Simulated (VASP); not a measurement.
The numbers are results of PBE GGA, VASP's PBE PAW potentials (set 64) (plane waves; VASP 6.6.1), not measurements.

The input files of a VASP run:

**INCAR**
```
# general
SYSTEM = Na31Cl32
PREC   = Normal
ENCUT  = 400
LREAL  = Auto
LASPH  = T
ISYM   = 0
NELECT = 442.0

# electronic loop
EDIFF  = 1E-5
NELM   = 100
NELMIN = 4
ALGO   = Fast

# smearing
ISMEAR = 0
SIGMA  = 0.05

# functional
GGA    = PE

# ions
IBRION = 2
NSW    = 60
ISIF   = 2
EDIFFG = -0.03

# output
LWAVE  = F
LCHARG = F
```

File POSCAR:
```
Na31Cl32
1
   11.3688618516     0.0000000000     0.0000000000
    0.0000000000    11.3688618516    -0.0000000000
   -0.0000000000    -0.0000000000    11.3688618516
Na Cl
31 32
Direct
  0.5000000000   0.0000000000   0.0000000000
  0.7500000000   0.2500000000   0.0000000000
  0.7500000000   0.0000000000   0.2500000000
  0.0000000000   0.0000000000   0.0000000000
  0.2500000000   0.2500000000   0.0000000000
  0.5000000000   0.5000000000   0.0000000000
  0.7500000000   0.7500000000   0.0000000000
  0.2500000000   0.0000000000   0.2500000000
  0.5000000000   0.2500000000   0.2500000000
  0.7500000000   0.5000000000   0.2500000000
  0.5000000000   0.0000000000   0.5000000000
  0.7500000000   0.2500000000   0.5000000000
  0.7500000000   0.0000000000   0.7500000000
  0.0000000000   0.5000000000   0.0000000000
  0.2500000000   0.7500000000   0.0000000000
  0.0000000000   0.2500000000   0.2500000000
  0.2500000000   0.5000000000   0.2500000000
  0.5000000000   0.7500000000   0.2500000000
  0.0000000000   0.0000000000   0.5000000000
  0.2500000000   0.2500000000   0.5000000000
  0.7500000000   0.7500000000   0.5000000000
  0.2500000000   0.0000000000   0.7500000000
  0.5000000000   0.2500000000   0.7500000000
  0.7500000000   0.5000000000   0.7500000000
  0.0000000000   0.7500000000   0.2500000000
  0.0000000000   0.5000000000   0.5000000000
  0.2500000000   0.7500000000   0.5000000000
  0.0000000000   0.2500000000   0.7500000000
  0.2500000000   0.5000000000   0.7500000000
  0.5000000000   0.7500000000   0.7500000000
  0.0000000000   0.7500000000   0.7500000000
  0.7500000000   0.2500000000   0.2500000000
  0.0000000000   0.5000000000   0.2500000000
  0.0000000000   0.2500000000   0.5000000000
  0.2500000000   0.2500000000   0.2500000000
  0.4990040000   0.4985410000   0.2501170000
  0.7500000000   0.7500000000   0.2500000000
  0.0000000000   0.0000000000   0.2500000000
  0.4962400000   0.2458510000   0.4969190000
  0.7504130000   0.5041430000   0.5035220000
  0.0000000000   0.7500000000   0.5000000000
  0.7500000000   0.2500000000   0.7500000000
  0.0000000000   0.5000000000   0.7500000000
  0.0000000000   0.2500000000   0.0000000000
  0.2500000000   0.7500000000   0.2500000000
  0.5000000000   0.0000000000   0.2500000000
  0.2510430000   0.4979200000   0.5015500000
  0.5009380000   0.7516920000   0.5003580000
  0.7500000000   0.0000000000   0.5000000000
  0.2500000000   0.2500000000   0.7500000000
  0.5010760000   0.5041520000   0.7514680000
  0.7500000000   0.7500000000   0.7500000000
  0.0000000000   0.0000000000   0.7500000000
  0.5000000000   0.2500000000   0.0000000000
  0.7500000000   0.5000000000   0.0000000000
  0.0000000000   0.7500000000   0.0000000000
  0.2500000000   0.0000000000   0.5000000000
  0.2500000000   0.7500000000   0.7500000000
  0.5000000000   0.0000000000   0.7500000000
  0.2500000000   0.5000000000   0.0000000000
  0.5000000000   0.7500000000   0.0000000000
  0.7500000000   0.0000000000   0.0000000000
  0.2500000000   0.0000000000   0.0000000000
```

File KPOINTS:
```
Automatic
0
G
  1 1 1
```

POTCAR, in this order: Na_pv Cl (PBE.64 set). Program: vasp_gam.

The resulting files:

OUTCAR:
```
 ion  position               nearest neighbor table
   1  0.500  0.000  0.000-
   2  0.750  0.250  0.000-
   3  0.750  0.000  0.250-
   4  0.000  0.000  0.000-
   5  0.250  0.250  0.000-
   6  0.500  0.500  0.000-
   7  0.750  0.750  0.000-
   8  0.250  0.000  0.250-
   9  0.500  0.250  0.250-
  10  0.750  0.500  0.250-
  11  0.500  0.000  0.500-
  12  0.750  0.250  0.500-
  13  0.750  0.000  0.750-
  14  0.000  0.500  0.000-
  15  0.250  0.750  0.000-
  16  0.000  0.250  0.250-
  17  0.250  0.500  0.250-
  18  0.500  0.750  0.250-
  19  0.000  0.000  0.500-
  20  0.250  0.250  0.500-
  21  0.750  0.750  0.500-
  22  0.250  0.000  0.750-
  23  0.500  0.250  0.750-
  24  0.750  0.500  0.750-
  25  0.000  0.750  0.250-
  26  0.000  0.500  0.500-
  27  0.250  0.750  0.500-
  28  0.000  0.250  0.750-
  29  0.250  0.500  0.750-
  30  0.500  0.750  0.750-
  31  0.000  0.750  0.750-
  32  0.750  0.250  0.250-
  33  0.000  0.500  0.250-
  34  0.000  0.250  0.500-
  35  0.250  0.250  0.250-
  36  0.499  0.499  0.250-
  37  0.750  0.750  0.250-
  38  0.000  0.000  0.250-
  39  0.496  0.246  0.497-
...
```

**OSZICAR**
```
...
RMM:   6    -0.211264562847E+03    0.12206E-02   -0.15722E-02   682   0.113E-01    0.124E-01
RMM:   7    -0.211264549761E+03    0.13086E-04   -0.54104E-04   592   0.480E-02    0.112E-01
RMM:   8    -0.211264097664E+03    0.45210E-03   -0.53920E-04   524   0.330E-02    0.138E-01
RMM:   9    -0.211264016208E+03    0.81456E-04   -0.96612E-04   583   0.333E-02    0.845E-02
RMM:  10    -0.211264025265E+03   -0.90570E-05   -0.73502E-05   571   0.168E-02
   2 F= -.21126403E+03 E0= -.21126403E+03  d E =-.950689E-01
       N       E                     dE             d eps       ncg     rms          rms(c)
DAV:   1    -0.211084594977E+03    0.17942E+00   -0.12751E+02   580   0.176E+01    0.380E+00
RMM:   2    -0.211380123880E+03   -0.29553E+00   -0.32886E+00   656   0.396E+00    0.603E-01
RMM:   3    -0.211457512808E+03   -0.77389E-01   -0.85894E-01   664   0.203E+00    0.162E+00
RMM:   4    -0.211459607382E+03   -0.20946E-02   -0.10029E-01   701   0.673E-01    0.128E+00
RMM:   5    -0.211455062192E+03    0.45452E-02   -0.67999E-03   608   0.169E-01    0.111E+00
RMM:   6    -0.211442826492E+03    0.12236E-01   -0.95856E-02   682   0.292E-01    0.357E-01
RMM:   7    -0.211444883144E+03   -0.20567E-02   -0.13578E-02   657   0.165E-01    0.377E-01
RMM:   8    -0.211439617217E+03    0.52659E-02   -0.14734E-02   606   0.133E-01    0.431E-01
RMM:   9    -0.211439792120E+03   -0.17490E-03   -0.49839E-03   630   0.889E-02    0.326E-01
RMM:  10    -0.211439663077E+03    0.12904E-03   -0.22502E-04   498   0.342E-02    0.257E-01
RMM:  11    -0.211439574703E+03    0.88375E-04   -0.20961E-03   683   0.502E-02    0.129E-01
RMM:  12    -0.211439535679E+03    0.39023E-04   -0.11027E-04   451   0.212E-02    0.136E-01
RMM:  13    -0.211439539355E+03   -0.36758E-05   -0.25775E-04   584   0.176E-02    0.632E-02
RMM:  14    -0.211439523663E+03    0.15692E-04   -0.80971E-05   451   0.109E-02    0.490E-02
RMM:  15    -0.211439526775E+03   -0.31122E-05   -0.30471E-05   417   0.777E-03
   3 F= -.21143953E+03 E0= -.21143953E+03  d E =-.270570E+00
       N       E                     dE             d eps       ncg     rms          rms(c)
DAV:   1    -0.209627519744E+03    0.18120E+01   -0.51964E+02   571   0.371E+01    0.910E+00
RMM:   2    -0.211040377569E+03   -0.14129E+01   -0.15581E+01   659   0.887E+00    0.169E+00
RMM:   3    -0.211355492783E+03   -0.31512E+00   -0.35057E+00   680   0.468E+00    0.332E+00
RMM:   4    -0.211377904939E+03   -0.22412E-01   -0.54103E-01   690   0.159E+00    0.280E+00
RMM:   5    -0.211353125462E+03    0.24779E-01   -0.47323E-02   620   0.495E-01    0.236E+00
RMM:   6    -0.211314789047E+03    0.38336E-01   -0.41858E-01   701   0.674E-01    0.654E-01
RMM:   7    -0.211309841214E+03    0.49478E-02   -0.12458E-02   615   0.291E-01    0.481E-01
RMM:   8    -0.211299853814E+03    0.99874E-02   -0.44250E-02   675   0.263E-01    0.516E-01
RMM:   9    -0.211299724451E+03    0.12936E-03   -0.24091E-03   662   0.118E-01    0.412E-01
RMM:  10    -0.211299520930E+03    0.20352E-03   -0.32979E-03   590   0.834E-02    0.751E-02
RMM:  11    -0.211299481251E+03    0.39679E-04   -0.49011E-04   594   0.465E-02    0.110E-01
RMM:  12    -0.211299544972E+03   -0.63721E-04   -0.60374E-04   519   0.351E-02    0.907E-02
RMM:  13    -0.211299466977E+03    0.77995E-04   -0.19176E-04   491   0.223E-02    0.407E-02
RMM:  14    -0.211299484962E+03   -0.17984E-04   -0.24704E-04   560   0.188E-02    0.205E-02
RMM:  15    -0.211299475802E+03    0.91599E-05   -0.15870E-05   338   0.889E-03
   4 F= -.21129948E+03 E0= -.21129948E+03  d E =-.130519E+00
       N       E                     dE             d eps       ncg     rms          rms(c)
DAV:   1    -0.210662483472E+03    0.63700E+00   -0.26424E+02   571   0.264E+01    0.505E+00
RMM:   2    -0.211353555022E+03   -0.69107E+00   -0.76303E+00   655   0.606E+00    0.113E+00
RMM:   3    -0.211491305552E+03   -0.13775E+00   -0.16039E+00   679   0.314E+00    0.191E+00
RMM:   4    -0.211504566569E+03   -0.13261E-01   -0.29825E-01   686   0.112E+00    0.150E+00
RMM:   5    -0.211491171415E+03    0.13395E-01   -0.20896E-02   610   0.293E-01    0.122E+00
RMM:   6    -0.211476185698E+03    0.14986E-01   -0.22176E-01   708   0.479E-01    0.472E-01
RMM:   7    -0.211470790263E+03    0.53954E-02   -0.87958E-03   550   0.199E-01    0.320E-01
RMM:   8    -0.211471040741E+03   -0.25048E-03   -0.66057E-02   719   0.275E-01    0.311E-01
RMM:   9    -0.211467222590E+03    0.38182E-02   -0.65212E-03   582   0.122E-01    0.231E-01
RMM:  10    -0.211466623810E+03    0.59878E-03   -0.37950E-03   630   0.749E-02    0.138E-01
RMM:  11    -0.211466591688E+03    0.32122E-04   -0.20174E-03   590   0.550E-02    0.954E-02
RMM:  12    -0.211466659049E+03   -0.67361E-04   -0.41603E-04   609   0.306E-02    0.690E-02
RMM:  13    -0.211466600669E+03    0.58380E-04   -0.63058E-05   447   0.143E-02    0.430E-02
RMM:  14    -0.211466578285E+03    0.22385E-04   -0.28595E-04   535   0.182E-02    0.158E-02
RMM:  15    -0.211466577214E+03    0.10706E-05   -0.13053E-05   337   0.878E-03
   5 F= -.21146658E+03 E0= -.21146658E+03  d E =-.297621E+00
       N       E                     dE             d eps       ncg     rms          rms(c)
DAV:   1    -0.211466131175E+03    0.44711E-03   -0.18308E-01   580   0.686E-01    0.134E-01
RMM:   2    -0.211466522169E+03   -0.39099E-03   -0.42606E-03   642   0.153E-01    0.158E-02
RMM:   3    -0.211466621727E+03   -0.99558E-04   -0.11318E-03   660   0.763E-02    0.598E-02
RMM:   4    -0.211466626426E+03   -0.46993E-05   -0.15504E-04   501   0.284E-02    0.459E-02
RMM:   5    -0.211466620393E+03    0.60324E-05   -0.98704E-06   324   0.845E-03
   6 F= -.21146662E+03 E0= -.21146662E+03  d E =-.297664E+00
       N       E                     dE             d eps       ncg     rms          rms(c)
DAV:   1    -0.211467200464E+03   -0.57404E-03   -0.12824E+00   556   0.178E+00    0.518E-01
RMM:   2    -0.211471140472E+03   -0.39400E-02   -0.44651E-02   651   0.442E-01    0.497E-02
RMM:   3    -0.211472164685E+03   -0.10242E-02   -0.11341E-02   674   0.210E-01    0.220E-01
RMM:   4    -0.211472112198E+03    0.52488E-04   -0.75061E-04   693   0.703E-02    0.161E-01
RMM:   5    -0.211471997380E+03    0.11482E-03   -0.10167E-04   475   0.188E-02    0.118E-01
RMM:   6    -0.211472018144E+03   -0.20764E-04   -0.20550E-03   617   0.430E-02    0.581E-02
RMM:   7    -0.211471953405E+03    0.64738E-04   -0.67606E-05   447   0.166E-02    0.413E-02
RMM:   8    -0.211471924472E+03    0.28933E-04   -0.60860E-04   600   0.223E-02    0.211E-02
RMM:   9    -0.211471913838E+03    0.10635E-04   -0.19375E-05   387   0.911E-03    0.203E-02
RMM:  10    -0.211471911763E+03    0.20744E-05   -0.72771E-06   236   0.513E-03
   7 F= -.21147191E+03 E0= -.21147191E+03  d E =-.529137E-02
       N       E                     dE             d eps       ncg     rms          rms(c)
DAV:   1    -0.211439306892E+03    0.32607E-01   -0.10514E+01   540   0.510E+00    0.149E+00
RMM:   2    -0.211471728229E+03   -0.32421E-01   -0.36445E-01   648   0.127E+00    0.135E-01
RMM:   3    -0.211480204748E+03   -0.84765E-02   -0.93691E-02   683   0.607E-01    0.645E-01
RMM:   4    -0.211479768444E+03    0.43630E-03   -0.58860E-03   694   0.196E-01    0.478E-01
RMM:   5    -0.211478980029E+03    0.78842E-03   -0.63470E-04   597   0.512E-02    0.380E-01
RMM:   6    -0.211478914528E+03    0.65501E-04   -0.18892E-02   710   0.130E-01    0.164E-01
RMM:   7    -0.211478436780E+03    0.47775E-03   -0.51847E-04   501   0.475E-02    0.127E-01
RMM:   8    -0.211478051521E+03    0.38526E-03   -0.46918E-03   631   0.636E-02    0.771E-02
RMM:   9    -0.211478013792E+03    0.37730E-04   -0.12185E-04   496   0.267E-02    0.695E-02
RMM:  10    -0.211478002990E+03    0.10801E-04   -0.34027E-05   487   0.141E-02    0.324E-02
RMM:  11    -0.211477978268E+03    0.24722E-04   -0.10981E-04   555   0.123E-02    0.408E-02
RMM:  12    -0.211477975561E+03    0.27067E-05   -0.18905E-05   332   0.663E-03
   8 F= -.21147798E+03 E0= -.21147798E+03  d E =-.113552E-01
```

OUTCAR:
```
------------------------ aborting loop because EDIFF is reached ----------------------------------------
  FORCE on cell =-STRESS in cart. coord.  units (eV):
  Direction    XX          YY          ZZ          XY          YZ          ZX
  --------------------------------------------------------------------------------------
  Total        5.8721365      5.8994173      5.8745246      0.0213306      0.0169671      0.0034137
  in kB        6.4025910      6.4323362      6.4051948      0.0232574      0.0184998      0.0037221
  external PRESSURE =       6.4133740 kB  Pullay stress =       0.0000000 kB
  volume of cell :     1469.44
      direct lattice vectors                 reciprocal lattice vectors
    11.368861852  0.000000000  0.000000000     0.087959552  0.000000000  0.000000000
     0.000000000 11.368861852  0.000000000     0.000000000  0.087959552  0.000000000
     0.000000000  0.000000000 11.368861852     0.000000000  0.000000000  0.087959552
  FREE ENERGIE OF THE ION-ELECTRON SYSTEM (eV)
  ---------------------------------------------------
  free  energy   TOTEN  =      -211.4779755611 eV

  energy  without entropy=     -211.4779755611  energy(sigma->0) =     -211.47797556

 reached required accuracy - stopping structural energy minimisation
```
(Selected blocks of OUTCAR.)

**CONTCAR**
```
Na31Cl32
   1.00000000000000
    11.3688618516000002    0.0000000000000000    0.0000000000000000
     0.0000000000000000   11.3688618516000002    0.0000000000000000
     0.0000000000000000    0.0000000000000000   11.3688618516000002
  Na              Cl
    31    32
Direct
     0.5000027130690764    0.0000634223684495    0.9999271507141325
     0.7492170249736704    0.2507643104679872    0.9999954054898076
     0.7492353535154593    0.0000647113596841    0.2507863273924923
     0.0000023413356458    0.9999920231477071    0.9999981428126647
     0.2507518814970049    0.2507498712964941    0.9999312710687426
     0.5000032360871245    0.5000882357760953    0.0004004865223088
     0.7492343117075716    0.7492542755391960    0.0001329076757959
     0.2507766175775753    0.9998790604600519    0.2507815256296412
     0.4998837688223133    0.2547385231690776    0.2546207057309307
     0.7446861870506859    0.5000815159507729    0.2558805389838256
     0.4998957664357043    0.9997046495508893    0.4998942392791728
     0.7441858607837807    0.2557816456875934    0.5000252747230464
     0.7492461375887073    0.0002738057514364    0.7492647579022497
     0.0000185931255445    0.4999936915509645    0.0001837533808362
     0.2507668895474418    0.7492174651402485    0.0000487788941179
     0.9998368976129430    0.2507652619627753    0.2507283081650694
     0.2551100570458939    0.4999130778592426    0.2555200867806231
     0.4999880761566839    0.7445957761072148    0.2552023304375555
     0.9999182222782333    0.0000363956478455    0.5000000750722837
     0.2545340091908956    0.2546420163127298    0.4999778209581047
     0.7450366872186034    0.7455873625714853    0.5001013657762063
     0.2507747625404610    0.0000383097814822    0.7492512648843307
     0.4999291412911132    0.2557912598360855    0.7442911659112657
     0.7450406211149111    0.5002493109725543    0.7455677438763864
     0.0000116067020917    0.7492141020829653    0.2507498789617046
     0.0001649389786602    0.5000776704630612    0.5001824888324226
     0.2553499451619767    0.7444558877062217    0.5000476601749340
     0.9999198892072835    0.2507579279025882    0.7492143383042799
     0.2554502576708985    0.5000700185815850    0.7451560122510186
     0.5000401729347442    0.7455784355862057    0.7449383024921713
     0.0000744714897032    0.7492643859644623    0.7492241400388721
     0.7511805006923858    0.2490663943487149    0.2491090658601069
     0.9999554043308537    0.4999886421336786    0.2480513032173800
     0.9997843054338683    0.2479427495252360    0.5000307570653588
     0.2485845326194342    0.2487454731337660    0.2486472956695328
     0.4999553847624541    0.4999442749689650    0.2388004400446146
     0.7511613571071764    0.7511002706733364    0.2488138710318869
     0.9999639078156580    0.9999945111320535    0.2491043478754607
     0.4996127177900654    0.2378250989842497    0.4997537627982876
     0.7614639037538901    0.5003916657866917    0.5004300299879005
     0.0002604977640701    0.7521142798093987    0.5000445765465954
     0.7508223451865607    0.2488965091698712    0.7509005561995836
     0.0001191890444625    0.5000453680539829    0.7523172662780878
     0.9998786681862449    0.2491015324463771    0.9999164071921293
     0.2488136906633624    0.7509893072662602    0.2489473892115869
     0.4999714600095799    0.9998565299473933    0.2475681987328263
     0.2388425761646318    0.4997783062877186    0.5001946045363821
     0.5000401185617749    0.7615702921241458    0.5000677486365706
     0.7522309307162808    0.0000937185363447    0.4999852945696936
     0.2489774085175392    0.2488465355699238    0.7512682602692421
     0.5001225804817482    0.5004083983655087    0.7617040145426488
     0.7514152168074637    0.7515861789453162    0.7514691499799752
     0.0000251951312760    0.0001203318580983    0.7508982759372473
     0.5000074136479954    0.2479067374000239    0.9998310731953403
     0.7522128088479497    0.5000563739385167    0.0002331695130633
     0.0000398922240464    0.7508580972680076    0.0000166609602096
     0.2475884519726199    0.9998200781480004    0.4999714517550044
     0.2487855828001648    0.7512794222874778    0.7511349611457645
     0.4999673766696822    0.9999922529404361    0.7522426668684473
     0.2478097843426705    0.5000218363899649    0.0000974961387455
     0.5000006770348789    0.7521974706396352    0.0002557006055209
     0.7509209495030713    0.0001181450820424    0.0000731006319778
     0.2491127317037375    0.9999578102837113    0.0000308538858371
```

The cell is charged, with a uniform compensating background. The supercell is sampled at Γ alone, which is coarse: total energies, pressure and levels can be off, energies of defects by several tenths of an eV.

The cell is a supercell with a defect, built from NaCl (rock salt): vac_Na, charge -1. The run is not spin-polarised, so no state with unpaired spins was tried.
